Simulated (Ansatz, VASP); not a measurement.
# CuSn2 in VASP and in Ansatz

```
Cu Sn
1.0
    -1.60735    1.60735    6.45422
     1.60735   -1.60735    6.45422
     1.60735    1.60735   -6.45422
Cu Sn
1 2
Direct
  0.00000 0.00000 0.00000
  0.36151 0.36151 0.00000
  0.63849 0.63849 0.00000
```

Alike in both runs: functional PBE; k mesh 10 × 10 × 10; occupations gaussian, width 0.1 eV; no spin polarisation.

Ansatz relaxed the structure, and its values are those at the end. VASP's run is a single point on that final structure, the one shown.

|  | VASP | Ansatz |
| --- | --- | --- |
| version | VASP 6.6.1 | Ansatz 0.2.0 |
| potentials or method | VASP PAW PBE potentials, release 64 (Cu, Sn_d) | scalar-relativistic, plane waves, PAW |
| plane-wave cutoff (eV) | 520 | 420 |
| valence electrons in the cell | 39 | 47 |

|  | VASP | Ansatz | Ansatz less VASP |
| --- | --- | --- | --- |
| gap on the k mesh at the Fermi level (eV) | none | none | - |
| pressure (GPa) | -0.1 | -0.2 | -0.13 |
| rms of the force components (eV/Å) | 0.002 | 0.006 | +0.0035 |

A gap of «none» marks a metal or a gap that the smearing closes. The two sets of potentials don't hold the same shells in valence.
